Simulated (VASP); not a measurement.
```
CELL_PARAMETERS angstrom
      5.62011     0.00000     0.00000
     -2.81006     4.86716     0.00000
      0.00000     0.00000     3.64530
ATOMIC_POSITIONS crystal
  La 0.99823 0.00064 0.00361
  Si 0.65988 0.33071 0.00893
  Si 0.33464 0.66923 0.00344
  Rh 0.50610 0.00009 0.50040
  Rh 0.49956 0.50159 0.49028
  Rh 0.00159 0.49774 0.49334
```

The numbers are results of PBEsol GGA, VASP's PBE PAW potentials (set 64) (plane waves; VASP), not measurements. Numerical set-up: 300 eV cut-off, 4×4×6 Γ-centred mesh, Fermi-Dirac smearing of 0.10 eV, potentials La Si Rh_pv.

At this cut-off the stress carries a Pulay error, which pulls relaxed volumes low.

Question: Give the force on each atom (eV/Å).

Answer: 
```json
[
 {"atom": "La1", "Fx": "0.015", "Fy": "-0.021", "Fz": "-0.077"},
 {"atom": "Si2", "Fx": "0.213", "Fy": "0.105", "Fz": "-0.643"},
 {"atom": "Si3", "Fx": "-0.073", "Fy": "-0.068", "Fz": "-0.352"},
 {"atom": "Rh4", "Fx": "-0.258", "Fy": "0.017", "Fz": "0.263"},
 {"atom": "Rh5", "Fx": "0.251", "Fy": "-0.162", "Fz": "0.461"},
 {"atom": "Rh6", "Fx": "-0.149", "Fy": "0.130", "Fz": "0.348"}
]
```

Question: Give the stress tensor in GPa (positive for a compressed cell).

Answer: 
```
-3.94   0.10  -0.07
 0.10  -4.26  -0.05
-0.07  -0.05  -1.52
```
The pressure is its mean diagonal, -3.24 GPa.

The structure comes from a computed database's LaSi2Rh3 entry; how it stands against other phases isn't given here. The cell was not relaxed at this level, atoms are displaced from their ideal sites. The k-mesh is coarse (spacing up to 0.32 per Å, 2π included), so the numbers may not be converged in it.
